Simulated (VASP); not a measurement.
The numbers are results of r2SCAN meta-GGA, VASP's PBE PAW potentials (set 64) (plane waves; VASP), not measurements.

VASP input:

POSCAR:
```
CsPbBr3
1.0
  5.8460561555   0.0000000000   0.0000000000
  0.0000000000   5.8460561555   0.0000000000
  0.0000000000   0.0000000000   5.8460561555
Cs Pb Br
1 1 3
Cartesian
  0.0000000000   0.0000000000   0.0000000000
  2.9230280778   2.9230280778   2.9230280778
  2.9230280778   0.0000000000   2.9230280778
  0.0000000000   2.9230280778   2.9230280778
  2.9230280778   2.9230280778   0.0000000000
```

KPOINTS:
```
Automatic mesh
0
Gamma
4 4 4
0 0 0
```

### INCAR
```
ALGO  =  Normal
EDIFF  =  1E-6
EDIFFG  =  -0.02
ENCUT  =  400
IBRION  =  2
ISIF  =  3
ISMEAR  =  0
LASPH  =  .TRUE.
LCHARG  =  .FALSE.
LMAXMIX  =  4
LMIXTAU  =  .TRUE.
LREAL  =  .FALSE.
LWAVE  =  .FALSE.
METAGGA  =  R2SCAN
NELM  =  100
NSW  =  60
PREC  =  Accurate
SIGMA  =  0.05
SYSTEM  =  CsPbBr3
```

POTCAR, in this order: Cs_sv Pb_d Br (PBE.64 set). Program: vasp_std.

What VASP printed:

### OUTCAR
```
 ion  position               nearest neighbor table
   1  0.000  0.000  0.000-
   2  0.500  0.500  0.500-   3 2.92   4 2.92   5 2.92   5 2.92   3 2.92   4 2.92
   3  0.500  0.000  0.500-   2 2.92   2 2.92
   4  0.000  0.500  0.500-   2 2.92   2 2.92
   5  0.500  0.500  0.000-   2 2.92   2 2.92
  LATTYP: Found a simple cubic cell.
 ALAT       =     5.8460561555
 Subroutine PRICEL returns:
 Original cell was already a primitive cell.
 Subroutine GETGRP returns: Found 48 space group operations
The static configuration has the point symmetry O_h .
The dynamic configuration has the point symmetry O_h .
 Subroutine INISYM returns: Found 48 space group operations
 Subroutine IBZKPT returns following result:
 Found     10 irreducible k-points:

 Following reciprocal coordinates:
            Coordinates               Weight
  0.000000  0.000000  0.000000      1.000000
  0.250000  0.000000  0.000000      6.000000
  0.500000  0.000000  0.000000      3.000000
  0.250000  0.250000  0.000000     12.000000
  0.500000  0.250000  0.000000     12.000000
  0.500000  0.500000  0.000000      3.000000
...
```

File OSZICAR:
```
       N       E                     dE             d eps       ncg     rms          rms(c)
DAV:   1     0.248506903513E+03    0.24851E+03   -0.16742E+04   520   0.126E+03
DAV:   2    -0.982156849129E+02   -0.34672E+03   -0.34049E+03   650   0.315E+02
DAV:   3    -0.137258692079E+03   -0.39043E+02   -0.38914E+02   638   0.115E+02
DAV:   4    -0.138456121938E+03   -0.11974E+01   -0.11944E+01   652   0.277E+01
DAV:   5    -0.138497406397E+03   -0.41284E-01   -0.41264E-01   642   0.383E+00    0.402E+00
DAV:   6    -0.132421719980E+03    0.60757E+01   -0.29634E+00   682   0.284E+01    0.308E+00
DAV:   7    -0.127029309262E+03    0.53924E+01   -0.15579E+00   544   0.801E+00    0.139E+00
DAV:   8    -0.128020145236E+03   -0.99084E+00   -0.62109E-01   656   0.475E+00    0.639E-01
DAV:   9    -0.128091664905E+03   -0.71520E-01   -0.36041E-01   522   0.438E+00    0.635E-01
DAV:  10    -0.128343754779E+03   -0.25209E+00   -0.20138E-01   560   0.357E+00    0.179E-01
DAV:  11    -0.128412095875E+03   -0.68341E-01   -0.17316E-01   536   0.350E+00    0.309E-01
DAV:  12    -0.128405763346E+03    0.63325E-02   -0.14623E-02   590   0.985E-01    0.203E-01
DAV:  13    -0.128410526394E+03   -0.47630E-02   -0.12146E-02   562   0.935E-01    0.196E-01
DAV:  14    -0.128412267411E+03   -0.17410E-02   -0.65263E-03   588   0.729E-01    0.618E-02
DAV:  15    -0.128413700485E+03   -0.14331E-02   -0.89532E-04   566   0.298E-01    0.421E-02
DAV:  16    -0.128414449546E+03   -0.74906E-03   -0.28506E-04   558   0.169E-01    0.336E-02
DAV:  17    -0.128414520983E+03   -0.71437E-04   -0.23760E-04   560   0.146E-01    0.214E-02
DAV:  18    -0.128414605798E+03   -0.84815E-04   -0.17377E-05   620   0.333E-02    0.103E-02
DAV:  19    -0.128414629052E+03   -0.23254E-04   -0.56343E-06   510   0.248E-02    0.704E-03
DAV:  20    -0.128414652933E+03   -0.23881E-04   -0.10294E-05   564   0.286E-02    0.352E-03
DAV:  21    -0.128414653431E+03   -0.49820E-06   -0.90195E-07   432   0.865E-03
   1 F= -.12841465E+03 E0= -.12841465E+03  d E =-.128415E+03
       N       E                     dE             d eps       ncg     rms          rms(c)
DAV:   1    -0.128906681187E+03   -0.49203E+00   -0.15336E+01   696   0.445E+01    0.368E+00
DAV:   2    -0.128519192966E+03    0.38749E+00   -0.78551E-01   608   0.963E+00    0.146E+00
DAV:   3    -0.128423831214E+03    0.95362E-01   -0.37144E-01   616   0.612E+00    0.396E-01
DAV:   4    -0.128442662172E+03   -0.18831E-01   -0.43192E-02   520   0.167E+00    0.270E-01
DAV:   5    -0.128429796010E+03    0.12866E-01   -0.21409E-02   520   0.125E+00    0.122E-01
DAV:   6    -0.128446399853E+03   -0.16604E-01   -0.13256E-02   520   0.965E-01    0.538E-02
DAV:   7    -0.128447001777E+03   -0.60192E-03   -0.19355E-03   520   0.380E-01    0.163E-02
DAV:   8    -0.128447485930E+03   -0.48415E-03   -0.54809E-04   528   0.211E-01    0.423E-03
DAV:   9    -0.128447575868E+03   -0.89938E-04   -0.10123E-04   526   0.945E-02    0.353E-03
DAV:  10    -0.128447598750E+03   -0.22882E-04   -0.92840E-06   568   0.252E-02    0.179E-03
DAV:  11    -0.128447615121E+03   -0.16371E-04   -0.98545E-06   568   0.274E-02    0.622E-04
DAV:  12    -0.128447616094E+03   -0.97230E-06   -0.71178E-07   352   0.778E-03
   2 F= -.12844762E+03 E0= -.12844762E+03  d E =-.329627E-01
       N       E                     dE             d eps       ncg     rms          rms(c)
DAV:   1    -0.128457553368E+03   -0.99382E-02   -0.30483E-01   690   0.598E+00    0.533E-01
DAV:   2    -0.128449516899E+03    0.80365E-02   -0.15932E-02   616   0.140E+00    0.207E-01
DAV:   3    -0.128447787496E+03    0.17294E-02   -0.73374E-03   616   0.858E-01    0.566E-02
DAV:   4    -0.128447919950E+03   -0.13245E-03   -0.84950E-04   544   0.237E-01    0.344E-02
DAV:   5    -0.128447936496E+03   -0.16545E-04   -0.35325E-04   520   0.161E-01    0.163E-02
DAV:   6    -0.128448042997E+03   -0.10650E-03   -0.17381E-04   520   0.111E-01    0.754E-03
DAV:   7    -0.128448052821E+03   -0.98246E-05   -0.52735E-05   520   0.622E-02    0.268E-03
DAV:   8    -0.128448070083E+03   -0.17262E-04   -0.11588E-05   520   0.300E-02    0.605E-04
DAV:   9    -0.128448069799E+03    0.28328E-06   -0.16247E-06   420   0.115E-02
   3 F= -.12844807E+03 E0= -.12844807E+03  d E =-.334164E-01
```

### OUTCAR
```
------------------------ aborting loop because EDIFF is reached ----------------------------------------
  FORCE on cell =-STRESS in cart. coord.  units (eV):
  Direction    XX          YY          ZZ          XY          YZ          ZX
  --------------------------------------------------------------------------------------
  Total       -0.0072017     -0.0072017     -0.0072017     -0.0000000     -0.0000000      0.0000000
  in kB       -0.0550658     -0.0550658     -0.0550658     -0.0000000     -0.0000000      0.0000000
  external PRESSURE =      -0.0550658 kB  Pullay stress =       0.0000000 kB
  volume of cell :      209.54
      direct lattice vectors                 reciprocal lattice vectors
     5.939571582 -0.000000000 -0.000000000     0.168362311 -0.000000000 -0.000000000
     0.000000000  5.939571582 -0.000000000     0.000000000  0.168362311 -0.000000000
     0.000000000  0.000000000  5.939571582     0.000000000  0.000000000  0.168362311
 POSITION                                       TOTAL-FORCE (eV/Angst)
 -----------------------------------------------------------------------------------
      0.00000      0.00000      0.00000        -0.000000     -0.000000      0.000000
      2.96979      2.96979      2.96979         0.000000     -0.000000      0.000000
      2.96979      0.00000      2.96979        -0.000000      0.000000      0.000000
      0.00000      2.96979      2.96979        -0.000000      0.000000      0.000000
      2.96979      2.96979     -0.00000        -0.000000     -0.000000      0.000000
 -----------------------------------------------------------------------------------
    total drift:                                0.000000      0.000000     -0.000000
  FREE ENERGIE OF THE ION-ELECTRON SYSTEM (eV)
  ---------------------------------------------------
  free  energy   TOTEN  =      -128.4480697994 eV

  energy  without entropy=     -128.4480697994  energy(sigma->0) =     -128.44806980

 reached required accuracy - stopping structural energy minimisation
```
(Selected blocks of OUTCAR.)

File CONTCAR:
```
CsPbBr3
   1.00000000000000
     5.9395715824092967   -0.0000000000000000   -0.0000000000000000
     0.0000000000000000    5.9395715824092967   -0.0000000000000000
     0.0000000000000000    0.0000000000000000    5.9395715824092967
  Cs              Pb              Br
     1     1     3
Direct
     0.0000000000000000    0.0000000000000000    0.0000000000000000
     0.5000000000000000    0.5000000000000000    0.5000000000000000
     0.5000000000000000    0.0000000000000000    0.5000000000000000
     0.0000000000000000    0.5000000000000000    0.5000000000000000
     0.5000000000000000    0.5000000000000000    0.0000000000000000
```

File OUTCAR:
```
 val. band max:        0.6630202721   @ k =   0.5000   0.5000   0.5000

 cond. band min:       2.7123047551   @ k =   0.5000   0.5000   0.5000


 Fermi energy:         0.8729250708

 k-point     1 :       0.0000    0.0000    0.0000
  band No.  band energies     occupation
      1     -21.2929      2.00000
      2     -16.6781      2.00000
      3     -16.6781      2.00000
      4     -16.5349      2.00000
      5     -16.5349      2.00000
      6     -16.5349      2.00000
      7     -14.4488      2.00000
      8     -13.7834      2.00000
      9     -13.7834      2.00000
     10      -7.7129      2.00000
     11      -7.7129      2.00000
     12      -7.7129      2.00000
     13      -6.2782      2.00000
     14      -3.5112      2.00000
     15      -3.5112      2.00000
     16      -3.5112      2.00000
     17      -1.4153      2.00000
     18      -1.4153      2.00000
     19      -1.4153      2.00000
     20      -1.3111      2.00000
     21      -1.3111      2.00000
     22      -1.3111      2.00000
     23       4.3196      0.00000
     24       5.3601      0.00000
     25       5.3601      0.00000
     26       6.1806      0.00000

 k-point     2 :       0.2500    0.0000    0.0000
  band No.  band energies     occupation
      1     -21.2924      2.00000
      2     -16.6781      2.00000
      3     -16.6496      2.00000
      4     -16.5353      2.00000
      5     -16.5353      2.00000
      6     -16.5349      2.00000
      7     -14.3839      2.00000
      8     -13.8994      2.00000
      9     -13.7825      2.00000
     10      -7.7079      2.00000
     11      -7.7077      2.00000
     12      -7.7077      2.00000
     13      -6.7167      2.00000
     14      -3.4651      2.00000
     15      -3.4651      2.00000
     16      -2.5845      2.00000
     17      -1.4779      2.00000
     18      -1.4779      2.00000
     19      -1.4742      2.00000
     20      -1.3643      2.00000
     21      -1.3643      2.00000
     22      -1.2802      2.00000
...
```

Energy and stress use the plane-wave basis of the starting cell. Unless said otherwise, spin-orbit coupling is left out, though it shifts the bands of the heavy elements here.

The compound is CsPbBr3 in the cubic perovskite structure, the ideal cubic form; the compound distorts at low or room temperature. This run relaxes it. Symmetry was kept, so distortions that lower it aren't found. The start is the result of an earlier pass.
